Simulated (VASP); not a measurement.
Method: LDA (Ceperley-Alder, Perdew-Zunger), VASP's LDA PAW potentials (set 64) (plane waves; VASP).

VASP input:

### INCAR
```
SYSTEM = Ir
ISMEAR = 1   # Methfessel-Paxton
ISIF = 3   # ions, shape and volume
LCHARG = .FALSE.
LMAXMIX = 6   # l cut-off of mixed one-centre charges
ALGO = Normal   # blocked Davidson
PSTRESS = 50
PREC = Accurate
NELM = 100   # most electronic steps
IBRION = 2   # conjugate gradients
NSW = 40   # most ionic steps
ENCUT = 500
SIGMA = 0.1   # width (eV)
EDIFFG = -0.02
LREAL = .FALSE.   # projection in real space or not
LASPH = .TRUE.   # aspherical one-centre terms
LWAVE = .FALSE.
EDIFF = 1E-6
```

KPOINTS:
```
Automatic mesh
0
Gamma
16 16 16
0 0 0
```

File POSCAR:
```
Ir
1
    0.0000000000     1.9024099908     1.9024099908
    1.9024099908     0.0000000000     1.9024099908
    1.9024099908     1.9024099908     0.0000000000
Ir
1
Direct
  0.0000000000   0.0000000000   0.0000000000
```

POTCAR, in this order: Ir (LDA.64 set). Program: vasp_std.

The resulting files:

OSZICAR:
```
       N       E                     dE             d eps       ncg     rms          rms(c)
DAV:   1     0.410304028355E+02    0.41030E+02   -0.44067E+03  2360   0.999E+02
DAV:   2    -0.102650696563E+02   -0.51295E+02   -0.49567E+02  2336   0.207E+02
DAV:   3    -0.109107528224E+02   -0.64568E+00   -0.64516E+00  3432   0.310E+01
DAV:   4    -0.109141779725E+02   -0.34252E-02   -0.34246E-02  2992   0.162E+00
DAV:   5    -0.109141970697E+02   -0.19097E-04   -0.19097E-04  3496   0.770E-02    0.170E+01
DAV:   6    -0.104147751693E+02    0.49942E+00   -0.10222E+00  2744   0.143E+01    0.688E+00
DAV:   7    -0.103206327075E+02    0.94142E-01   -0.29838E-01  3104   0.709E+00    0.158E+00
DAV:   8    -0.103138539630E+02    0.67787E-02   -0.23017E-03  2592   0.792E-01    0.470E-01
DAV:   9    -0.103129608714E+02    0.89309E-03   -0.77352E-04  3128   0.493E-01    0.373E-02
DAV:  10    -0.103129581071E+02    0.27643E-05   -0.71391E-06  3192   0.346E-02    0.627E-03
DAV:  11    -0.103129581455E+02   -0.38388E-07   -0.16090E-07  1832   0.296E-03
   1 F= -.98832221E+01 E0= -.98831338E+01  d E =-.988322E+01
```

OUTCAR:
```
------------------------ aborting loop because EDIFF is reached ----------------------------------------
  FORCE on cell =-STRESS in cart. coord.  units (eV):
  Direction    XX          YY          ZZ          XY          YZ          ZX
  --------------------------------------------------------------------------------------
  Total        0.4182953      0.4182953      0.4182953     -0.0000000      0.0000000      0.0000000
  in kB       48.6688653     48.6688653     48.6688653     -0.0000000      0.0000000      0.0000000
  external PRESSURE =      -1.3311347 kB  Pullay stress =      50.0000000 kB
  volume of cell :       13.77
      direct lattice vectors                 reciprocal lattice vectors
     0.000000000  1.902409991  1.902409991    -0.262824524  0.262824524  0.262824524
     1.902409991  0.000000000  1.902409991     0.262824524 -0.262824524  0.262824524
     1.902409991  1.902409991  0.000000000     0.262824524  0.262824524 -0.262824524
 POSITION                                       TOTAL-FORCE (eV/Angst)
 -----------------------------------------------------------------------------------
      0.00000      0.00000      0.00000        -0.000000     -0.000000      0.000000
 -----------------------------------------------------------------------------------
    total drift:                               -0.000000     -0.000000     -0.000000
  FREE ENERGIE OF THE ION-ELECTRON SYSTEM (eV)
  ---------------------------------------------------
  free  energy   TOTEN  =       -10.3129581455 eV

  energy  without entropy=      -10.3126930658  energy(sigma->0) =      -10.31286979
  enthalpy is  TOTEN    =        -9.8832221112 eV   P V=        0.4297360343

 reached required accuracy - stopping structural energy minimisation
```
(Selected blocks of OUTCAR.)

The compound is Ir in the fcc structure. It was relaxed first under an external pressure of 5 GPa.
